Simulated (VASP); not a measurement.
These are PBEsol GGA, VASP's PBE PAW potentials (set 64) (plane waves; VASP) values and carry that method's errors.

A VASP calculation is set up with these files.

File KPOINTS:
```
Regular mesh
0
Gamma
  9 9 5
```

### INCAR
```
SYSTEM = AlN
PREC = Accurate
ENCUT = 520
EDIFF = 1E-7
NELM = 100
ALGO = Normal
LREAL = .FALSE.
LASPH = .TRUE.
ISMEAR = -5
GGA = PS
LWAVE = .FALSE.
LCHARG = .TRUE.
LORBIT = 11
NEDOS = 601
ISIF = 2
LEFG = .TRUE.
```

File POSCAR:
```
AlN
1
    1.5566497979    -2.6961965337     0.0000000000
    1.5566497979     2.6961965337     0.0000000000
    0.0000000000     0.0000000000     4.9837267432
Al N
2 2
Direct
  0.6666670000   0.3333330000   0.5000242274
  0.3333330000   0.6666670000   0.0000242274
  0.6666670000   0.3333330000   0.8819757726
  0.3333330000   0.6666670000   0.3819757726
```

POTCAR, in this order: Al N (PBE.64 set). Program: vasp_std.

Output of the run:

File OSZICAR:
```
       N       E                     dE             d eps       ncg     rms          rms(c)
DAV:   1     0.510832878997E+02    0.51083E+02   -0.76538E+03   864   0.120E+03
DAV:   2    -0.318405829842E+02   -0.82924E+02   -0.77818E+02  1308   0.223E+02
DAV:   3    -0.357283646899E+02   -0.38878E+01   -0.38719E+01  1120   0.516E+01
DAV:   4    -0.357590113292E+02   -0.30647E-01   -0.30641E-01   968   0.545E+00
DAV:   5    -0.357594455419E+02   -0.43421E-03   -0.43417E-03  1112   0.662E-01    0.117E+01
DAV:   6    -0.313744315300E+02    0.43850E+01   -0.15400E+01  1032   0.298E+01    0.427E+00
DAV:   7    -0.313478519626E+02    0.26580E-01   -0.58009E-01   948   0.598E+00    0.284E+00
DAV:   8    -0.313165876237E+02    0.31264E-01   -0.77907E-02   992   0.287E+00    0.451E-01
DAV:   9    -0.313121543590E+02    0.44333E-02   -0.17553E-02  1092   0.986E-01    0.237E-01
DAV:  10    -0.313124464472E+02   -0.29209E-03   -0.11745E-03  1004   0.270E-01    0.143E-01
DAV:  11    -0.313123907175E+02    0.55730E-04   -0.13356E-04  1036   0.942E-02    0.298E-02
DAV:  12    -0.313123902263E+02    0.49114E-06   -0.26100E-06   992   0.173E-02    0.507E-03
DAV:  13    -0.313123896438E+02    0.58252E-06   -0.36667E-06  1040   0.145E-02    0.356E-03
DAV:  14    -0.313123896279E+02    0.15947E-07   -0.13791E-07   544   0.355E-03
   1 F= -.31312390E+02 E0= -.31312390E+02  d E =0.000000E+00
```

OUTCAR:
```
------------------------ aborting loop because EDIFF is reached ----------------------------------------
  FORCE on cell =-STRESS in cart. coord.  units (eV):
  Direction    XX          YY          ZZ          XY          YZ          ZX
  --------------------------------------------------------------------------------------
  Total        0.0144579      0.0144579      0.0019746      0.0000000      0.0000000      0.0000000
  in kB        0.5537186      0.5537186      0.0756236      0.0000000      0.0000000      0.0000000
  external PRESSURE =       0.3943536 kB  Pullay stress =       0.0000000 kB
  volume of cell :       41.83
      direct lattice vectors                 reciprocal lattice vectors
     1.556649798 -2.696196534  0.000000000     0.321202624 -0.185446422  0.000000000
     1.556649798  2.696196534  0.000000000     0.321202624  0.185446422  0.000000000
     0.000000000  0.000000000  4.983726743     0.000000000  0.000000000  0.200653056
  FREE ENERGIE OF THE ION-ELECTRON SYSTEM (eV)
  ---------------------------------------------------
  free  energy   TOTEN  =       -31.3123896279 eV

  energy  without entropy=      -31.3123896279  energy(sigma->0) =      -31.31238963

 total charge

# of ion       s       p       d       tot
------------------------------------------
    1        0.369   0.442   0.000   0.810
    2        0.369   0.442   0.000   0.810
    3        1.217   2.626   0.000   3.844
    4        1.217   2.626   0.000   3.844
--------------------------------------------------
tot          3.172   6.136   0.000   9.308

 Electric field gradients after diagonalization (V/A^2)
 (convention: |V_zz| > |V_xx| > |V_yy|)
----------------------------------------------------------------------
 ion       V_xx      V_yy      V_zz     asymmetry (V_yy - V_xx)/ V_zz
----------------------------------------------------------------------
   1      -2.498    -2.498     4.995       0.000
   2      -2.498    -2.498     4.995       0.000
   3      -0.056    -0.056     0.112       0.002
   4      -0.056    -0.056     0.112       0.001
```
(Selected blocks of OUTCAR.)

The compound is AlN in the wurtzite structure. It was relaxed first.
